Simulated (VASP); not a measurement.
Input:

```
CELL_PARAMETERS angstrom
      5.56088     0.00000     0.00000
      0.00000     5.56088     0.00000
      0.00000     0.00000     5.56088
ATOMIC_POSITIONS crystal
  Ga 0.99558 0.00442 0.00442
  Ga 0.50442 0.49558 0.00442
  Ga 0.50442 0.00442 0.49558
  Ga 0.99558 0.49558 0.49558
  P  0.25000 0.25000 0.25000
  P  0.75000 0.75000 0.25000
  P  0.75000 0.25000 0.75000
  As 0.25000 0.75000 0.75000
```

The numbers are results of PBE GGA, VASP's PBE PAW potentials (set 64) (plane waves; VASP), not measurements. Settings: 400 eV cut-off, Gaussian smearing of 0.050 eV, potentials Ga_d P As.

Question: What does the run give for the band gap (along the path) with the smallest direct gap where there is one?

Answer: 
The band gap (along the path) is 1.17 eV and the smallest direct gap (along the path) comes out as 1.17 eV.

The structure was generated: Ga4AsP3 was put into an ordered model structure (P-43m), which need not be its known phase. It was relaxed first.
